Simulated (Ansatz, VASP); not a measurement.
# Si2Mo: VASP beside Ansatz, part 2 of 2

One calculation is typed for both programs; each brings its own data sets. How far apart do they land? The cell is taken from a series of runs on this material, whose earlier steps may have relaxed, scaled, displaced or heated it; both programs get it as it stands.

VASP 6.6.1 and Ansatz 0.2.0.

So far: Set-up; VASP: zone-centre phonons, LDA.

## 3. Ansatz: zone-centre phonons, LDA

Level of this step: Ansatz beside VASP: Kohn-Sham DFT, plane waves, LDA (Ansatz).

Ansatz runs on its PAW soft_1 files.

The same cell, functional (in two slightly different forms), mesh and smearing now go to Ansatz, which takes its cutoff from its data sets.

Contents of input.yaml:

```yaml
crystal:
  lattice:
    - [-1.5758316463, 1.5758316463, 3.8662372733]
    - [1.5758316463, -1.5758316463, 3.8662372733]
    - [1.5758316463, 1.5758316463, -3.8662372733]
  atoms:
    - { symbol: Si, position: [0.3349432283, 0.3349432283, 0.0] }
    - { symbol: Si, position: [0.6650567717, 0.6650567717, 0.0] }
    - { symbol: Mo, position: [0.0, 0.0, 0.0] }
kpoints:
  mp_grid: { grid: [20, 20, 20] }
hamiltonian:
  xc: lda
  pseudopotentials: { kind: paw, azcp: { folder: soft_1 }, xc_functional: pbe }
scf:
  occupations: { method: methfessel_paxton, width: 0.2 }
output:
  eigenvalues: true
phonons:
  method: dfpt
```

Command:

```
ansatz run input.yaml --threads 4 --pin off --max-ram 10240MiB --backend cpu --events-out ev --progress --plain --runs-dir out
```

Numbers of over 12 decimals in the logs are rounded to 6 here.

The log of the run:

```text
zone centre: on kpoints.mp_grid the ground state, and the responses unless they are solved on pairs of k-points, stand on 1166 of the mesh's 8000 k-points, reduced under 4 symmetry operations, with k and −k counted as one. Each operation leaves every solved displacement unchanged or reverses it
Engine: ansatz 0.2.0, x86_64-unknown-linux-gnu
Pseudopotentials: kind: paw
Pseudopotential: Si, paw, valence charge 4, recommended cutoff 420 eV (normal), soft_1/Si.paw.azcp
Pseudopotential: Mo, paw, valence charge 14, recommended cutoff 420 eV (normal), soft_1/Mo.paw.azcp
Functional definition: SPW92
  exchange = slater_x
  correlation = pw_c
Crystal: 3 atoms, lattice volume = 38.403 Å³
Basis set: ecut = 420 eV, 761 PW (Γ), exchange–correlation on 60×60×60 points (8 copies of the dense FFT grid, shifted against one another)
Bands: 15, of which v1, the nominal top of the filled ones, is band 11 counted from 1 (10 counted from 0)
Symmetry: 16 space group operations
k-points: 1166 of 8000 (irreducible under 4 space group operations, time reversal used)
Non-local potential: Si, projectors of the file, l = 0: 2, l = 1: 2, l = 2: 1
Non-local potential: Mo, projectors of the file, l = 0: 3, l = 1: 2, l = 2: 2, l = 3: 1
PAW form: soft (Blöchl's): semilocal exchange-correlation on the pseudo side does not see the compensation charge
PAW frozen core: Si, regenerated for the run's functional, and the local potential with it (the file was generated under x = pbe(κ = 0.804, μ = 0.219515), c = pbe(β = 0.066725))
PAW frozen core: Mo, regenerated for the run's functional, and the local potential with it (the file was generated under x = pbe(κ = 0.804, μ = 0.219515), c = pbe(β = 0.066725))
PAW one-centre angular grid: Si, 110 points (default); XC on 64 Gauss nodes
PAW one-centre angular grid: Mo, 590 points (default); XC on 64 Gauss nodes
Initial density: superposition of atomic densities (chi_scale 0.1, normalization cell, long waves kept (reshape's long-wave potential 0.00 eV rms))
Initial wavefunctions: pseudopotential atomic-orbital guess
Functional: x = slater, c = lda
SCF iter   1: F=—  HF=-6063.128784 eV  |F-HF|=—  |Δ(HF+E_count)|=         —  Δρ=9.21e-2  dr2=4.77e0  ethr=3.10e-3  ⟨swp⟩=5.4  Hψ=100134  notcnv=0
preconditioner: auto → Kerker (q_TF=auto, 2.486 Å⁻¹)  [metal: Δε(μ)=0.036 eV  Ē_g=8.376 eV  σ=0.200 eV  W_gap=0.15  n_scr=10 (ndim 8)  ℏωp=22.4 eV  f_vac=0.000  D(μ)=0.38/eV (n_scr^D=0)]
SCF iter   2: F=—  HF=-6062.012439 eV  |F-HF|=—  |Δ(HF+E_count)|=    1.12e0  S|Δr|=    0.00e0  Δρ=3.14e-2  dr2=2.73e-1  ethr=3.10e-3  ⟨swp⟩=2.2  Hψ=43324  notcnv=0
SCF iter   3: F=—  HF=-6061.955688 eV  |F-HF|=—  |Δ(HF+E_count)|=   5.68e-2  S|Δr|=    0.00e0  Δρ=1.41e-2  dr2=5.37e-2  ethr=1.24e-3  ⟨swp⟩=2.1  Hψ=24906  notcnv=0
SCF iter   4: F=—  HF=-6061.943732 eV  |F-HF|=—  |Δ(HF+E_count)|=   1.20e-2  S|Δr|=    0.00e0  Δρ=2.37e-3  dr2=2.17e-3  ethr=2.44e-4  ⟨swp⟩=2.4  Hψ=25506  notcnv=0
SCF iter   5: F=—  HF=-6061.943115 eV  |F-HF|=—  |Δ(HF+E_count)|=   6.17e-4  S|Δr|=    0.00e0  Δρ=3.39e-4  dr2=8.18e-5  ethr=9.87e-6  ⟨swp⟩=2.8  Hψ=28619  notcnv=0
SCF iter   6: F=—  HF=-6061.943099 eV  |F-HF|=—  |Δ(HF+E_count)|=   1.64e-5  S|Δr|=    0.00e0  Δρ=3.88e-5  dr2=1.08e-6  ethr=3.72e-7  ⟨swp⟩=2.2  Hψ=22110  notcnv=0
SCF iter   7: F=—  HF=-6061.943099 eV  |F-HF|=—  |Δ(HF+E_count)|=   3.61e-7  S|Δr|=    0.00e0  Δρ=5.52e-6  dr2=1.33e-8  ethr=4.93e-9  ⟨swp⟩=2.2  Hψ=23057  notcnv=0
SCF iter   8: F=—  HF=-6061.943099 eV  |F-HF|=—  |Δ(HF+E_count)|=   1.07e-9  S|Δr|=    0.00e0  Δρ=8.96e-7  dr2=1.88e-10  ethr=6.06e-11  ⟨swp⟩=2.7  Hψ=30148  notcnv=0
SCF iter   9: F=-6061.943099 eV  HF=-6061.943099 eV  |F-HF|=1.82e-12  |Δ(HF+E_count)|=  6.73e-11  S|Δr|=    0.00e0  Δρ=1.38e-7  dr2=4.73e-12  ethr=1.00e-12  ⟨swp⟩=5.5  Hψ=76746  notcnv=0
the search or the solves at the SCF's close seem to have found levels that the self-consistency loop had missed (the run counts 2). By its estimate they hold under 1e-12 electrons; where the run keeps them, the occupations were computed again with them
SCF 1 converged in 9 iterations: F = -6061.943099 eV  dr2 = 4.73e-12
  greatest PAW one-centre occupation: 0.998 electrons in one spin orbital (limit 2), on the Mo atom at site 2 (counted from 0), in its partial waves of l = 0
DFPT response loops at Γ: preconditioner auto → Kerker (q_TF=auto, 2.486 Å⁻¹) (partly filled bands, converged f_vac=0.000); β = 1.00, the filter's whole step (`scf.mixing.beta` (0.50) is not read by the response loops under this deck's `scf.mixing.preconditioner`; to damp them name `kerker` or `kerker_dos`, under which they read `scf.mixing.beta`, and type it under 1.00, their step now; both keys bind the ground state too); Broyden in place of MSR1
SCF converged after 9 iterations
Stability not checked: this state was not tested for a lower state beside it, because cold or Methfessel-Paxton smearing, or corrected tetrahedra, fill the levels in a way that the test cannot read (fill_not_monotonic; see scf.lower_state_search)
Free energy (F): -6061.943099 eV
Harris-Foulkes:  -6061.943099 eV  (|F-HF|=1.82e-12)
Internal energy: -6061.943592 eV  (E = F + TS)
E sigma→0 (E₀):  -6061.943222 eV
Entropy (-TS):   0.000493 eV (0.164 meV/atom)
Fermi energy:    16.575030 eV
--- Per-component energies (eV) ---
  E_band       = -34.034063
  E_kinetic    = 517.412793
  E_local      = -1106.135489  (includes V_loc(G=0)·N_el)
  E_nonlocal   = 200.421709
  E_hartree    = 422.988915
  E_xc         = -293.573538
  E_vxc        = -323.800723  (∫ρ·V_xc dr)
  E_paw        = -4070.365825  (= ΣΔE_a)
  E_vpaw       = -167.910295  (= ΣTr[D̂ρ^β])
  E_aug_tail   = 0.000129  (compensation charges beyond the density's cutoff)
  E_ewald      = -1733.333762
  E_core_change = 0.641477  (= ΣΔE_core)
  E_smearing   = 0.000493  (= −TS)
  E_closure    = 0.000000  (closes the sum)
  Σ components = -6061.943099   (vs F -6061.943099, Δ=0.00e0)
--- Band table (eV; the first three rows and the last of 1166) ---
  k-point 0: bands = [... 7 lower, 13.2890, 13.8525, 13.8525, 16.9905, 19.6984, 19.9958, 20.2537, 20.2537]
  k-point 1: bands = [... 7 lower, 13.3160, 13.6368, 14.2780, 16.6679, 19.7102, 19.8954, 20.1458, 20.2959]
  k-point 2: bands = [... 7 lower, 13.1011, 13.3984, 14.8521, 15.8732, 19.2590, 20.0773, 20.2614, 20.4025]
  k-point 1165: bands = [... 7 lower, 14.2576, 15.9669, 15.9669, 16.1386, 16.1386, 17.1365, 21.4417, 22.1363]
--- Phonons (Γ-DFPT): 4 representative perturbations + reference, on 1166 of 8000 k-points (Σ response iterations 12) ---
  k mesh reduced under 4 symmetry operations, with k and −k counted as one. Each operation leaves every solved displacement unchanged or reverses it
  ASR residual: 4.282e-5 → 0.000e0 eV/Å²; symmetrization residual: 3.856e-6 eV/Å²
  ASR residual per site (eV/Å²): 4.28e-5 4.28e-5 1.43e-5
  Γ frequencies (cm⁻¹): 0.00 0.00 0.00 291.66 291.66 334.26 346.29 346.29 452.12
  non-analytic LO–TO correction: not included (Born effective charges unavailable; polar crystals: no LO–TO splitting at Γ)
```

## 4. Differences

Known differences besides the potentials themselves: the cutoff is 420 eV in Ansatz and 500 eV in VASP; VASP's log shows a relativistic correction to its local exchange, Ansatz's none. Total energies have different zeros and are not compared.

The two programs side by side:

| quantity | Ansatz | VASP | difference |
| --- | --- | --- | --- |
| optical mode 1 to 2 (cm⁻¹) | 291.7 | 293.2 | -0.51 % |
| optical mode 3 (cm⁻¹) | 334.3 | 336.0 | -0.53 % |
| optical mode 4 to 5 (cm⁻¹) | 346.3 | 346.7 | -0.13 % |
| optical mode 6 (cm⁻¹) | 452.1 | 452.2 | -0.01 % |

Modes are paired by rising frequency, not by their patterns, so a pair may set unlike modes beside each other; they are those without the splitting of longitudinal modes.

## 5. What came out

- r.m.s. difference of the optical zone-centre modes, each program's sorted by frequency (zone-centre phonons, LDA): 1.2 cm⁻¹
- difference in optical mode 3 (zone-centre phonons, LDA): -0.5 %

In words: The r.m.s. difference of the optical zone-centre modes, each program's sorted by frequency is 1.2 cm⁻¹ (zone-centre phonons, LDA). Among the rows given in per cent, the largest difference of the zone-centre phonons, LDA pair is in optical mode 3, -0.5 %. Such differences can come from data sets, numerical settings and the points named under the comparisons, not from the functional's error against experiment.

[Lines on the potential files, build, host, timing and source positions are cut from VASP's logs without a mark.]

[Logs are printed without paths, hosts, clocks, repeated set-up lines and the standing remarks that a program may print on its own settings, such as how far it seeks lower states.]

[Hosts, paths, dates, database ids (printed as entryN), source tags and the programs' standing remarks are cut or masked in the printed files.]
